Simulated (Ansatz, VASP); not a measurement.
# InAs: VASP beside Ansatz, part 2 of 3

One calculation is typed for both programs; each brings its own data sets. How far apart do they land? The cell is taken from a series of runs on this material, whose earlier steps may have relaxed, scaled, displaced or heated it; both programs get it as it stands.

VASP 6.6.1 and Ansatz 0.2.0.

So far: Set-up; Ansatz: zone-centre phonons, PBEsol.

## 3. VASP: zone-centre phonons, PBEsol

Level of this step: PBEsol; plane waves and PAW (As, In_d) (VASP).

The same cell, functional, mesh and smearing now go to VASP, with its own data sets.

Lines of VASP's logs that name or quote its potential files are left out, and so is its time.

Contents of INCAR:

```
SYSTEM = InAs
PREC = Accurate
ENCUT = 500
EDIFF = 1E-08
NELM = 120
ISMEAR = 0
SIGMA = 0.015
LREAL = .FALSE.
ALGO = Normal
GGA = PS
NBANDS = 15
LORBIT = 11
LWAVE = .FALSE.
LCHARG = .FALSE.
ISIF = 2
ISYM = 2
IBRION = 8
LASPH = .TRUE.
GGA_COMPAT = .FALSE.
EFERMI = MIDGAP
KPAR = 2
```

Contents of POSCAR:

```
InAs
1.0
    0.0000000000      3.0132290981      3.0774270769
    3.0132290981      0.0000000000      3.0774270769
    3.0132290981      3.0132290981      0.0000000000
As In
1 1
Direct
    0.7499828479      0.7499828479      0.7499940737
    0.0000171521      0.0000171521      0.0000059263
```

Contents of KPOINTS:

```
Points of the shifted mesh
1728
Reciprocal
 0.0416666667  0.0416666667  0.0416666667 1
 0.0416666667  0.0416666667  0.1250000000 1
 0.0416666667  0.0416666667  0.2083333333 1
 0.0416666667  0.0416666667  0.2916666667 1
 0.0416666667  0.0416666667  0.3750000000 1
 0.0416666667  0.0416666667  0.4583333333 1
 0.0416666667  0.0416666667  0.5416666667 1
 0.0416666667  0.0416666667  0.6250000000 1
 0.0416666667  0.0416666667  0.7083333333 1
 0.0416666667  0.0416666667  0.7916666667 1
 0.0416666667  0.0416666667  0.8750000000 1
 0.0416666667  0.0416666667  0.9583333333 1
 0.0416666667  0.1250000000  0.0416666667 1
 0.0416666667  0.1250000000  0.1250000000 1
 0.0416666667  0.1250000000  0.2083333333 1
 0.0416666667  0.1250000000  0.2916666667 1
 0.0416666667  0.1250000000  0.3750000000 1
 0.0416666667  0.1250000000  0.4583333333 1
 0.0416666667  0.1250000000  0.5416666667 1
 0.0416666667  0.1250000000  0.6250000000 1
 0.0416666667  0.1250000000  0.7083333333 1
 0.0416666667  0.1250000000  0.7916666667 1
 0.0416666667  0.1250000000  0.8750000000 1
 0.0416666667  0.1250000000  0.9583333333 1
 0.0416666667  0.2083333333  0.0416666667 1
 0.0416666667  0.2083333333  0.1250000000 1
 0.0416666667  0.2083333333  0.2083333333 1
 0.0416666667  0.2083333333  0.2916666667 1
 0.0416666667  0.2083333333  0.3750000000 1
 0.0416666667  0.2083333333  0.4583333333 1
 0.0416666667  0.2083333333  0.5416666667 1
 0.0416666667  0.2083333333  0.6250000000 1
 0.0416666667  0.2083333333  0.7083333333 1
 0.0416666667  0.2083333333  0.7916666667 1
 0.0416666667  0.2083333333  0.8750000000 1
 0.0416666667  0.2083333333  0.9583333333 1
 0.0416666667  0.2916666667  0.0416666667 1
 0.0416666667  0.2916666667  0.1250000000 1
 0.0416666667  0.2916666667  0.2083333333 1
 0.0416666667  0.2916666667  0.2916666667 1
 0.0416666667  0.2916666667  0.3750000000 1
 0.0416666667  0.2916666667  0.4583333333 1
 0.0416666667  0.2916666667  0.5416666667 1
 0.0416666667  0.2916666667  0.6250000000 1
 0.0416666667  0.2916666667  0.7083333333 1
 0.0416666667  0.2916666667  0.7916666667 1
 0.0416666667  0.2916666667  0.8750000000 1
 0.0416666667  0.2916666667  0.9583333333 1
 0.0416666667  0.3750000000  0.0416666667 1
 0.0416666667  0.3750000000  0.1250000000 1
 0.0416666667  0.3750000000  0.2083333333 1
 0.0416666667  0.3750000000  0.2916666667 1
 0.0416666667  0.3750000000  0.3750000000 1
 0.0416666667  0.3750000000  0.4583333333 1
 0.0416666667  0.3750000000  0.5416666667 1
 0.0416666667  0.3750000000  0.6250000000 1
 0.0416666667  0.3750000000  0.7083333333 1
 0.0416666667  0.3750000000  0.7916666667 1
 0.0416666667  0.3750000000  0.8750000000 1
 0.0416666667  0.3750000000  0.9583333333 1
 0.0416666667  0.4583333333  0.0416666667 1
 0.0416666667  0.4583333333  0.1250000000 1
 0.0416666667  0.4583333333  0.2083333333 1
 0.0416666667  0.4583333333  0.2916666667 1
 0.0416666667  0.4583333333  0.3750000000 1
 0.0416666667  0.4583333333  0.4583333333 1
 0.0416666667  0.4583333333  0.5416666667 1
 0.0416666667  0.4583333333  0.6250000000 1
 0.0416666667  0.4583333333  0.7083333333 1
 0.0416666667  0.4583333333  0.7916666667 1
 0.0416666667  0.4583333333  0.8750000000 1
 0.0416666667  0.4583333333  0.9583333333 1
 0.0416666667  0.5416666667  0.0416666667 1
 0.0416666667  0.5416666667  0.1250000000 1
 0.0416666667  0.5416666667  0.2083333333 1
 0.0416666667  0.5416666667  0.2916666667 1
 0.0416666667  0.5416666667  0.3750000000 1
 0.0416666667  0.5416666667  0.4583333333 1
 0.0416666667  0.5416666667  0.5416666667 1
 0.0416666667  0.5416666667  0.6250000000 1
 0.0416666667  0.5416666667  0.7083333333 1
 0.0416666667  0.5416666667  0.7916666667 1
 0.0416666667  0.5416666667  0.8750000000 1
 0.0416666667  0.5416666667  0.9583333333 1
 0.0416666667  0.6250000000  0.0416666667 1
 0.0416666667  0.6250000000  0.1250000000 1
 0.0416666667  0.6250000000  0.2083333333 1
 0.0416666667  0.6250000000  0.2916666667 1
 0.0416666667  0.6250000000  0.3750000000 1
 0.0416666667  0.6250000000  0.4583333333 1
 0.0416666667  0.6250000000  0.5416666667 1
 0.0416666667  0.6250000000  0.6250000000 1
 0.0416666667  0.6250000000  0.7083333333 1
 0.0416666667  0.6250000000  0.7916666667 1
 0.0416666667  0.6250000000  0.8750000000 1
 0.0416666667  0.6250000000  0.9583333333 1
 0.0416666667  0.7083333333  0.0416666667 1
 0.0416666667  0.7083333333  0.1250000000 1
 0.0416666667  0.7083333333  0.2083333333 1
 0.0416666667  0.7083333333  0.2916666667 1
 0.0416666667  0.7083333333  0.3750000000 1
 0.0416666667  0.7083333333  0.4583333333 1
 0.0416666667  0.7083333333  0.5416666667 1
 0.0416666667  0.7083333333  0.6250000000 1
 0.0416666667  0.7083333333  0.7083333333 1
 0.0416666667  0.7083333333  0.7916666667 1
 0.0416666667  0.7083333333  0.8750000000 1
 0.0416666667  0.7083333333  0.9583333333 1
 0.0416666667  0.7916666667  0.0416666667 1
 0.0416666667  0.7916666667  0.1250000000 1
 0.0416666667  0.7916666667  0.2083333333 1
 0.0416666667  0.7916666667  0.2916666667 1
[... 1390 lines left out ...]
 0.8750000000  0.4583333333  0.1250000000 1
 0.8750000000  0.4583333333  0.2083333333 1
 0.8750000000  0.4583333333  0.2916666667 1
 0.8750000000  0.4583333333  0.3750000000 1
 0.8750000000  0.4583333333  0.4583333333 1
 0.8750000000  0.4583333333  0.5416666667 1
 0.8750000000  0.4583333333  0.6250000000 1
 0.8750000000  0.4583333333  0.7083333333 1
 0.8750000000  0.4583333333  0.7916666667 1
 0.8750000000  0.4583333333  0.8750000000 1
 0.8750000000  0.4583333333  0.9583333333 1
 0.8750000000  0.5416666667  0.0416666667 1
 0.8750000000  0.5416666667  0.1250000000 1
 0.8750000000  0.5416666667  0.2083333333 1
 0.8750000000  0.5416666667  0.2916666667 1
 0.8750000000  0.5416666667  0.3750000000 1
 0.8750000000  0.5416666667  0.4583333333 1
 0.8750000000  0.5416666667  0.5416666667 1
 0.8750000000  0.5416666667  0.6250000000 1
 0.8750000000  0.5416666667  0.7083333333 1
 0.8750000000  0.5416666667  0.7916666667 1
 0.8750000000  0.5416666667  0.8750000000 1
 0.8750000000  0.5416666667  0.9583333333 1
 0.8750000000  0.6250000000  0.0416666667 1
 0.8750000000  0.6250000000  0.1250000000 1
 0.8750000000  0.6250000000  0.2083333333 1
 0.8750000000  0.6250000000  0.2916666667 1
 0.8750000000  0.6250000000  0.3750000000 1
 0.8750000000  0.6250000000  0.4583333333 1
 0.8750000000  0.6250000000  0.5416666667 1
 0.8750000000  0.6250000000  0.6250000000 1
 0.8750000000  0.6250000000  0.7083333333 1
 0.8750000000  0.6250000000  0.7916666667 1
 0.8750000000  0.6250000000  0.8750000000 1
 0.8750000000  0.6250000000  0.9583333333 1
 0.8750000000  0.7083333333  0.0416666667 1
 0.8750000000  0.7083333333  0.1250000000 1
 0.8750000000  0.7083333333  0.2083333333 1
 0.8750000000  0.7083333333  0.2916666667 1
 0.8750000000  0.7083333333  0.3750000000 1
 0.8750000000  0.7083333333  0.4583333333 1
 0.8750000000  0.7083333333  0.5416666667 1
 0.8750000000  0.7083333333  0.6250000000 1
 0.8750000000  0.7083333333  0.7083333333 1
 0.8750000000  0.7083333333  0.7916666667 1
 0.8750000000  0.7083333333  0.8750000000 1
 0.8750000000  0.7083333333  0.9583333333 1
 0.8750000000  0.7916666667  0.0416666667 1
 0.8750000000  0.7916666667  0.1250000000 1
 0.8750000000  0.7916666667  0.2083333333 1
 0.8750000000  0.7916666667  0.2916666667 1
 0.8750000000  0.7916666667  0.3750000000 1
 0.8750000000  0.7916666667  0.4583333333 1
 0.8750000000  0.7916666667  0.5416666667 1
 0.8750000000  0.7916666667  0.6250000000 1
 0.8750000000  0.7916666667  0.7083333333 1
 0.8750000000  0.7916666667  0.7916666667 1
 0.8750000000  0.7916666667  0.8750000000 1
 0.8750000000  0.7916666667  0.9583333333 1
 0.8750000000  0.8750000000  0.0416666667 1
 0.8750000000  0.8750000000  0.1250000000 1
 0.8750000000  0.8750000000  0.2083333333 1
 0.8750000000  0.8750000000  0.2916666667 1
 0.8750000000  0.8750000000  0.3750000000 1
 0.8750000000  0.8750000000  0.4583333333 1
 0.8750000000  0.8750000000  0.5416666667 1
 0.8750000000  0.8750000000  0.6250000000 1
 0.8750000000  0.8750000000  0.7083333333 1
 0.8750000000  0.8750000000  0.7916666667 1
 0.8750000000  0.8750000000  0.8750000000 1
 0.8750000000  0.8750000000  0.9583333333 1
 0.8750000000  0.9583333333  0.0416666667 1
 0.8750000000  0.9583333333  0.1250000000 1
 0.8750000000  0.9583333333  0.2083333333 1
 0.8750000000  0.9583333333  0.2916666667 1
 0.8750000000  0.9583333333  0.3750000000 1
 0.8750000000  0.9583333333  0.4583333333 1
 0.8750000000  0.9583333333  0.5416666667 1
 0.8750000000  0.9583333333  0.6250000000 1
 0.8750000000  0.9583333333  0.7083333333 1
 0.8750000000  0.9583333333  0.7916666667 1
 0.8750000000  0.9583333333  0.8750000000 1
 0.8750000000  0.9583333333  0.9583333333 1
 0.9583333333  0.0416666667  0.0416666667 1
 0.9583333333  0.0416666667  0.1250000000 1
 0.9583333333  0.0416666667  0.2083333333 1
 0.9583333333  0.0416666667  0.2916666667 1
 0.9583333333  0.0416666667  0.3750000000 1
 0.9583333333  0.0416666667  0.4583333333 1
 0.9583333333  0.0416666667  0.5416666667 1
 0.9583333333  0.0416666667  0.6250000000 1
 0.9583333333  0.0416666667  0.7083333333 1
 0.9583333333  0.0416666667  0.7916666667 1
 0.9583333333  0.0416666667  0.8750000000 1
 0.9583333333  0.0416666667  0.9583333333 1
 0.9583333333  0.1250000000  0.0416666667 1
 0.9583333333  0.1250000000  0.1250000000 1
 0.9583333333  0.1250000000  0.2083333333 1
 0.9583333333  0.1250000000  0.2916666667 1
 0.9583333333  0.1250000000  0.3750000000 1
 0.9583333333  0.1250000000  0.4583333333 1
 0.9583333333  0.1250000000  0.5416666667 1
 0.9583333333  0.1250000000  0.6250000000 1
 0.9583333333  0.1250000000  0.7083333333 1
 0.9583333333  0.1250000000  0.7916666667 1
 0.9583333333  0.1250000000  0.8750000000 1
 0.9583333333  0.1250000000  0.9583333333 1
 0.9583333333  0.2083333333  0.0416666667 1
 0.9583333333  0.2083333333  0.1250000000 1
 0.9583333333  0.2083333333  0.2083333333 1
 0.9583333333  0.2083333333  0.2916666667 1
 0.9583333333  0.2083333333  0.3750000000 1
 0.9583333333  0.2083333333  0.4583333333 1
 0.9583333333  0.2083333333  0.5416666667 1
 0.9583333333  0.2083333333  0.6250000000 1
 0.9583333333  0.2083333333  0.7083333333 1
 0.9583333333  0.2083333333  0.7916666667 1
 0.9583333333  0.2083333333  0.8750000000 1
 0.9583333333  0.2083333333  0.9583333333 1
 0.9583333333  0.2916666667  0.0416666667 1
 0.9583333333  0.2916666667  0.1250000000 1
 0.9583333333  0.2916666667  0.2083333333 1
 0.9583333333  0.2916666667  0.2916666667 1
 0.9583333333  0.2916666667  0.3750000000 1
 0.9583333333  0.2916666667  0.4583333333 1
 0.9583333333  0.2916666667  0.5416666667 1
 0.9583333333  0.2916666667  0.6250000000 1
 0.9583333333  0.2916666667  0.7083333333 1
 0.9583333333  0.2916666667  0.7916666667 1
 0.9583333333  0.2916666667  0.8750000000 1
 0.9583333333  0.2916666667  0.9583333333 1
 0.9583333333  0.3750000000  0.0416666667 1
 0.9583333333  0.3750000000  0.1250000000 1
 0.9583333333  0.3750000000  0.2083333333 1
 0.9583333333  0.3750000000  0.2916666667 1
 0.9583333333  0.3750000000  0.3750000000 1
 0.9583333333  0.3750000000  0.4583333333 1
 0.9583333333  0.3750000000  0.5416666667 1
 0.9583333333  0.3750000000  0.6250000000 1
 0.9583333333  0.3750000000  0.7083333333 1
 0.9583333333  0.3750000000  0.7916666667 1
 0.9583333333  0.3750000000  0.8750000000 1
 0.9583333333  0.3750000000  0.9583333333 1
 0.9583333333  0.4583333333  0.0416666667 1
 0.9583333333  0.4583333333  0.1250000000 1
 0.9583333333  0.4583333333  0.2083333333 1
 0.9583333333  0.4583333333  0.2916666667 1
 0.9583333333  0.4583333333  0.3750000000 1
 0.9583333333  0.4583333333  0.4583333333 1
 0.9583333333  0.4583333333  0.5416666667 1
 0.9583333333  0.4583333333  0.6250000000 1
 0.9583333333  0.4583333333  0.7083333333 1
 0.9583333333  0.4583333333  0.7916666667 1
 0.9583333333  0.4583333333  0.8750000000 1
 0.9583333333  0.4583333333  0.9583333333 1
 0.9583333333  0.5416666667  0.0416666667 1
 0.9583333333  0.5416666667  0.1250000000 1
 0.9583333333  0.5416666667  0.2083333333 1
 0.9583333333  0.5416666667  0.2916666667 1
 0.9583333333  0.5416666667  0.3750000000 1
 0.9583333333  0.5416666667  0.4583333333 1
 0.9583333333  0.5416666667  0.5416666667 1
 0.9583333333  0.5416666667  0.6250000000 1
 0.9583333333  0.5416666667  0.7083333333 1
 0.9583333333  0.5416666667  0.7916666667 1
 0.9583333333  0.5416666667  0.8750000000 1
 0.9583333333  0.5416666667  0.9583333333 1
 0.9583333333  0.6250000000  0.0416666667 1
 0.9583333333  0.6250000000  0.1250000000 1
 0.9583333333  0.6250000000  0.2083333333 1
 0.9583333333  0.6250000000  0.2916666667 1
 0.9583333333  0.6250000000  0.3750000000 1
 0.9583333333  0.6250000000  0.4583333333 1
 0.9583333333  0.6250000000  0.5416666667 1
 0.9583333333  0.6250000000  0.6250000000 1
 0.9583333333  0.6250000000  0.7083333333 1
 0.9583333333  0.6250000000  0.7916666667 1
 0.9583333333  0.6250000000  0.8750000000 1
 0.9583333333  0.6250000000  0.9583333333 1
 0.9583333333  0.7083333333  0.0416666667 1
 0.9583333333  0.7083333333  0.1250000000 1
 0.9583333333  0.7083333333  0.2083333333 1
 0.9583333333  0.7083333333  0.2916666667 1
 0.9583333333  0.7083333333  0.3750000000 1
 0.9583333333  0.7083333333  0.4583333333 1
 0.9583333333  0.7083333333  0.5416666667 1
 0.9583333333  0.7083333333  0.6250000000 1
 0.9583333333  0.7083333333  0.7083333333 1
 0.9583333333  0.7083333333  0.7916666667 1
 0.9583333333  0.7083333333  0.8750000000 1
 0.9583333333  0.7083333333  0.9583333333 1
 0.9583333333  0.7916666667  0.0416666667 1
 0.9583333333  0.7916666667  0.1250000000 1
 0.9583333333  0.7916666667  0.2083333333 1
 0.9583333333  0.7916666667  0.2916666667 1
 0.9583333333  0.7916666667  0.3750000000 1
 0.9583333333  0.7916666667  0.4583333333 1
 0.9583333333  0.7916666667  0.5416666667 1
 0.9583333333  0.7916666667  0.6250000000 1
 0.9583333333  0.7916666667  0.7083333333 1
 0.9583333333  0.7916666667  0.7916666667 1
 0.9583333333  0.7916666667  0.8750000000 1
 0.9583333333  0.7916666667  0.9583333333 1
 0.9583333333  0.8750000000  0.0416666667 1
 0.9583333333  0.8750000000  0.1250000000 1
 0.9583333333  0.8750000000  0.2083333333 1
 0.9583333333  0.8750000000  0.2916666667 1
 0.9583333333  0.8750000000  0.3750000000 1
 0.9583333333  0.8750000000  0.4583333333 1
 0.9583333333  0.8750000000  0.5416666667 1
 0.9583333333  0.8750000000  0.6250000000 1
 0.9583333333  0.8750000000  0.7083333333 1
 0.9583333333  0.8750000000  0.7916666667 1
 0.9583333333  0.8750000000  0.8750000000 1
 0.9583333333  0.8750000000  0.9583333333 1
 0.9583333333  0.9583333333  0.0416666667 1
 0.9583333333  0.9583333333  0.1250000000 1
 0.9583333333  0.9583333333  0.2083333333 1
 0.9583333333  0.9583333333  0.2916666667 1
 0.9583333333  0.9583333333  0.3750000000 1
 0.9583333333  0.9583333333  0.4583333333 1
 0.9583333333  0.9583333333  0.5416666667 1
 0.9583333333  0.9583333333  0.6250000000 1
 0.9583333333  0.9583333333  0.7083333333 1
 0.9583333333  0.9583333333  0.7916666667 1
 0.9583333333  0.9583333333  0.8750000000 1
 0.9583333333  0.9583333333  0.9583333333 1
```

PAW data sets: As and In_d (PBE family, release 64).

On the command line:

```bash
> mpirun -np 2 vasp_std
```

Output:

```text
[banner, memory and clock lines left out]
running    2 mpi-ranks, on    1 nodes
[...]
|                                                                             |
|               ----> ADVICE to this user running VASP <----                  |
|                                                                             |
|     You enforced a specific xc type in the INCAR file but a different       |
|     [... a line on the potential file left out ...]
|     I HOPE YOU KNOW WHAT YOU ARE DOING!                                     |
|                                                                             |

 LDA part: xc-table for (Slater+PW92), standard interpolation
 POSCAR, INCAR and KPOINTS ok, starting setup
[...]
entering main loop
       N       E                     dE             d eps       ncg     rms          rms(c)
DAV:   1     0.111427877546E+03    0.11143E+03   -0.81939E+03 52114   0.125E+03
DAV:   2    -0.111615081737E+01   -0.11254E+03   -0.10825E+03 55956   0.299E+02
DAV:   3    -0.858485210960E+01   -0.74687E+01   -0.74241E+01 66967   0.784E+01
DAV:   4    -0.877355257981E+01   -0.18870E+00   -0.18864E+00 63351   0.139E+01
[...]
DAV:  15    -0.848793411609E+01   -0.47675E-07   -0.25989E-09 48838   0.715E-04    0.498E-04
DAV:  16    -0.848793413107E+01   -0.14990E-07   -0.14092E-09 37064   0.321E-04    0.107E-04
DAV:  17    -0.848793413344E+01   -0.23638E-08   -0.89426E-10 31716   0.226E-04
   1 F= -.84879341E+01 E0= -.84879341E+01  d E =-.731740E-61
 Linear response reoptimize wavefunctions to high precision
DAV:   1    -0.848793413449E+01   -0.10557E-08   -0.15570E-10 42706   0.157E-04
DAV:   2    -0.848793413450E+01   -0.90949E-11   -0.48473E-11 31009   0.647E-05
 Linear response DOF=           4
 Linear response progress:
  Degree of freedom:   1/  4
       N       E                     dE             d eps       ncg     rms          rms(c)
RMM:   1    -0.466487402423E-01   -0.46649E-01    0.64620E-02106969   0.152E+00
RMM:   2    -0.443427930197E-01    0.23059E-02    0.13145E-03 81252   0.565E-01    0.105E-01
RMM:   3    -0.450129340973E-01   -0.67014E-03   -0.18092E-03 95865   0.235E-01    0.464E-02
RMM:   4    -0.452159071585E-01   -0.20297E-03   -0.13850E-04 96903   0.778E-02    0.112E-02
[...]
RMM:   9    -0.452431616275E-01   -0.59830E-06    0.93662E-09101179   0.377E-04    0.950E-05
RMM:  10    -0.452432299349E-01   -0.68307E-07    0.26359E-08109785   0.146E-04    0.626E-05
RMM:  11    -0.452432230771E-01    0.68578E-08   -0.26043E-08102347   0.547E-05    0.117E-05
 first order change of Fermi-energy  -0.29674E+00
 force on displaced ion       1 direction 1 :  -7.475   0.001  -0.002
 Linear response progress:
  Degree of freedom:   2/  4
       N       E                     dE             d eps       ncg     rms          rms(c)
RMM:   1    -0.469162573028E-01   -0.46916E-01    0.63993E-02106918   0.155E+00
RMM:   2    -0.443827096878E-01    0.25335E-02    0.14796E-03 81203   0.571E-01    0.108E-01
RMM:   3    -0.450944413093E-01   -0.71173E-03   -0.18575E-03 95692   0.239E-01    0.474E-02
RMM:   4    -0.453068524895E-01   -0.21241E-03   -0.14538E-04 96921   0.796E-02    0.115E-02
[...]
RMM:   9    -0.453323579633E-01   -0.59936E-06   -0.37753E-09100072   0.405E-04    0.868E-05
RMM:  10    -0.453324127247E-01   -0.54761E-07    0.31907E-08109430   0.157E-04    0.703E-05
RMM:  11    -0.453324113006E-01    0.14240E-08   -0.31317E-08102217   0.581E-05    0.121E-05
 first order change of Fermi-energy   0.58709E+00
 force on displaced ion       1 direction 3 :  -0.002  -0.002  -7.607
 Linear response progress:
  Degree of freedom:   3/  4
       N       E                     dE             d eps       ncg     rms          rms(c)
RMM:   1    -0.233319404456E+00   -0.23332E+00   -0.94128E-02 69989   0.488E+00
RMM:   2    -0.235823068719E+00   -0.25037E-02   -0.13140E-02 88210   0.103E+00    0.768E-02
RMM:   3    -0.235748639822E+00    0.74429E-04   -0.15326E-03 96008   0.319E-01    0.380E-02
RMM:   4    -0.235533738894E+00    0.21490E-03   -0.14042E-04 98350   0.106E-01    0.204E-02
[...]
RMM:  12    -0.235478284888E+00   -0.31498E-07    0.69205E-08112276   0.763E-05    0.225E-05
RMM:  13    -0.235478297898E+00   -0.13010E-07    0.33204E-08102461   0.454E-05    0.159E-05
RMM:  14    -0.235478298477E+00   -0.57943E-09    0.11273E-08106136   0.267E-05    0.212E-05
 first order change of Fermi-energy   0.29674E+00
 force on displaced ion       2 direction 1 :  -7.447   0.001  -0.002
 Linear response progress:
  Degree of freedom:   4/  4
       N       E                     dE             d eps       ncg     rms          rms(c)
RMM:   1    -0.233511954243E+00   -0.23351E+00   -0.97685E-02 70080   0.484E+00
RMM:   2    -0.235953843948E+00   -0.24419E-02   -0.12889E-02 88209   0.102E+00    0.775E-02
RMM:   3    -0.235884278232E+00    0.69566E-04   -0.14958E-03 95924   0.316E-01    0.392E-02
RMM:   4    -0.235674501117E+00    0.20978E-03   -0.13903E-04 98285   0.105E-01    0.205E-02
[...]
RMM:  12    -0.235628259947E+00   -0.18455E-07    0.98574E-08104380   0.724E-05    0.115E-05
RMM:  13    -0.235628276058E+00   -0.16111E-07    0.54911E-08111818   0.409E-05    0.239E-06
RMM:  14    -0.235628284602E+00   -0.85447E-08    0.26966E-08 90339   0.242E-05    0.434E-06
 first order change of Fermi-energy  -0.58710E+00
 force on displaced ion       2 direction 3 :  -0.002  -0.002  -7.621
 Linear response finished
```

(Part 2 of 3 ends here.)

[Lines on the potential files, build, host, timing and source positions are cut from VASP's logs without a mark.]

[Logs are printed without paths, hosts, clocks, repeated set-up lines and the standing remarks that a program may print on its own settings, such as how far it seeks lower states.]

[Hosts, paths, dates, database ids (printed as entryN), source tags and the programs' standing remarks are cut or masked in the printed files.]
